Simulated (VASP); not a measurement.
```xyz
4
Lattice="3.9167 0.0000 0.0000 0.0000 3.9167 0.0000 0.0000 0.0000 3.9167" Properties=species:S:1:pos:R:3 pbc="T T T"
Ti     0.0000     0.0000     0.0000
Pt     0.0000     1.9583     1.9583
Pt     1.9583     0.0000     1.9583
Pt     1.9583     1.9583     0.0000
```

These are PW91 GGA, VASP's PBE PAW potentials (set 64) (plane waves; VASP) values and carry that method's errors. Settings: 520 eV cut-off, 8×8×8 Γ-centred mesh, first-order Methfessel-Paxton smearing of 0.10 eV, potentials Ti_sv Pt.

Give the stress tensor in GPa (positive for a compressed cell).

```
7.59  0.00  0.00
0.00  7.59  0.00
0.00  0.00  7.59
```
The pressure is its mean diagonal, 7.59 GPa.

The compound is Pt3Ti in the L1_2 structure. This cell is one point of a volume scan, at 0.97 of the reference volume.
